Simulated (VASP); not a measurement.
Calculation: LDA (Ceperley-Alder, Perdew-Zunger), VASP's LDA PAW potentials (set 64) (plane waves; VASP).

VASP input:

POSCAR:
```
YSi
1.0
  2.1433000000  -5.2837750000   0.0000000000
  2.1433000000   5.2837750000   0.0000000000
  0.0000000000   0.0000000000   3.8336500000
Y Si
2 2
direct
  0.1406300000   0.8593700000   0.2500000000
  0.8593700000   0.1406300000   0.7500000000
  0.4244800000   0.5755200000   0.2500000000
  0.5755200000   0.4244800000   0.7500000000
```

### KPOINTS
```
Automatic
0
gamma
 6 6 6
```

**INCAR**
```
LWAVE=F
LREAL=F   ! projection in real space or not
ENCUT=300
ISMEAR=-1   ! Fermi-Dirac
LASPH=T   ! aspherical one-centre terms
LCHARG=F
PREC=Accurate
EDIFF=1E-6
LMAXMIX=4   ! l cut-off of mixed one-centre charges
NELM=100   ! most electronic steps
SIGMA=0.1
ALGO=Normal
ISIF=2
SYSTEM=YSi
```

POTCAR, in this order: Y_sv Si (LDA.64 set). Program: vasp_std.

What VASP printed:

OSZICAR:
```
       N       E                     dE             d eps       ncg     rms          rms(c)
DAV:   1     0.896398581841E+02    0.89640E+02   -0.10957E+04  2000   0.991E+02
DAV:   2    -0.228527227136E+02   -0.11249E+03   -0.10965E+03  2572   0.238E+02
DAV:   3    -0.306959543171E+02   -0.78432E+01   -0.77504E+01  3351   0.440E+01
DAV:   4    -0.309629221655E+02   -0.26697E+00   -0.26587E+00  2616   0.787E+00
DAV:   5    -0.309691211344E+02   -0.61990E-02   -0.61959E-02  2817   0.120E+00    0.401E+01
DAV:   6    -0.296236850713E+02    0.13454E+01   -0.38849E+00  2162   0.863E+00    0.284E+01
DAV:   7    -0.295587614364E+02    0.64924E-01   -0.21255E+00  3126   0.675E+00    0.504E+00
DAV:   8    -0.295061479741E+02    0.52613E-01   -0.47784E-01  2291   0.330E+00    0.966E-01
DAV:   9    -0.295057459572E+02    0.40202E-03   -0.22222E-02  2828   0.917E-01    0.285E-01
DAV:  10    -0.295056822547E+02    0.63702E-04   -0.12517E-03  2932   0.234E-01    0.917E-02
DAV:  11    -0.295056672224E+02    0.15032E-04   -0.61482E-05  2702   0.506E-02    0.401E-02
DAV:  12    -0.295056673012E+02   -0.78800E-07   -0.10304E-05  2501   0.200E-02    0.113E-02
DAV:  13    -0.295056671066E+02    0.19459E-06   -0.95963E-07  1436   0.636E-03
   1 F= -.29505667E+02 E0= -.29460763E+02  d E =-.898084E-01
```

**OUTCAR**
```
------------------------ aborting loop because EDIFF is reached ----------------------------------------
  FORCE on cell =-STRESS in cart. coord.  units (eV):
  Direction    XX          YY          ZZ          XY          YZ          ZX
  --------------------------------------------------------------------------------------
  Total       -2.9136295     -2.7515348     -2.2776046      0.0000000      0.0000000      0.0000000
  in kB      -53.7619699    -50.7710158    -42.0261083      0.0000000      0.0000000      0.0000000
  external PRESSURE =     -48.8530313 kB  Pullay stress =       0.0000000 kB
  volume of cell :       86.83
      direct lattice vectors                 reciprocal lattice vectors
     2.143300000 -5.283775000  0.000000000     0.233285121 -0.094629313  0.000000000
     2.143300000  5.283775000  0.000000000     0.233285121  0.094629313  0.000000000
     0.000000000  0.000000000  3.833650000     0.000000000  0.000000000  0.260848017
 POSITION                                       TOTAL-FORCE (eV/Angst)
 -----------------------------------------------------------------------------------
      2.14330      3.79766      0.95841         0.000000      0.103171     -0.000000
      2.14330     -3.79766      2.87524         0.000000     -0.103171      0.000000
      2.14330      0.79806      0.95841         0.000000      0.019771      0.000000
      2.14330     -0.79806      2.87524         0.000000     -0.019771     -0.000000
 -----------------------------------------------------------------------------------
    total drift:                                0.000000      0.000000      0.000000
  FREE ENERGIE OF THE ION-ELECTRON SYSTEM (eV)
  ---------------------------------------------------
  free  energy   TOTEN  =       -29.5056671066 eV

  energy  without entropy=      -29.4158586664  energy(sigma->0) =      -29.46076289
```
(Selected blocks of OUTCAR.)

At this cut-off the stress carries a Pulay error, which pulls relaxed volumes low.

The structure comes from a computed database's YSi entry (Cmcm); how it stands against other phases isn't given here. The cell was not relaxed at this level.
